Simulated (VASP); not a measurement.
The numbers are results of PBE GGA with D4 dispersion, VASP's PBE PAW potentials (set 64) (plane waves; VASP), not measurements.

VASP ran on this input.

**INCAR**
```
SYSTEM = MnO2
PREC = Accurate; ENCUT = 520; LREAL = .False.
LASPH = .True.
EDIFF = 1E-6; NELM = 100; ALGO = Normal
LMAXMIX = 4
ISMEAR = 1; SIGMA = 0.1
GGA = PE; IVDW = 13
MAGMOM = 3.0 -3.0 4*0.0
ISPIN = 2
IBRION = 2; NSW = 60; ISIF = 3
EDIFFG = -0.02
LWAVE = .False.; LCHARG = .False.; LORBIT = 10
```

KPOINTS:
```
Automatic mesh
0
Gamma
6 6 10
0 0 0
```

File POSCAR:
```
MnO2
1.0
  4.3986440851   0.0000000000   0.0000000000
  0.0000000000   4.3986440851   0.0000000000
  0.0000000000   0.0000000000   2.8701313504
Mn O
2 4
Direct
  0.0000000000   0.0000000000   0.0000000000
  0.5000000000   0.5000000000   0.5000000000
  0.3040663549   0.3040663549   0.0000000000
  0.8040663549   0.1959336451   0.5000000000
  0.1959336451   0.8040663549   0.5000000000
  0.6959336451   0.6959336451   0.0000000000
```

POTCAR, in this order: Mn_pv O (PBE.64 set). Program: vasp_std.

Q: What will the output report for the number of irreducible k-points (NKPTS), largest plane-wave count, number of space-group operations, FFT grid (NGX, NGY, NGZ)?

A: 
- number of irreducible k-points (NKPTS) = 60
- largest plane-wave count = 1520
- number of space-group operations = 16
- FFT grid (NGX, NGY, NGZ) = 36 × 36 × 24

The compound is MnO2 in the rutile structure. This run relaxes it. Symmetry was kept, so distortions that lower it aren't found. The start is the result of an earlier pass.
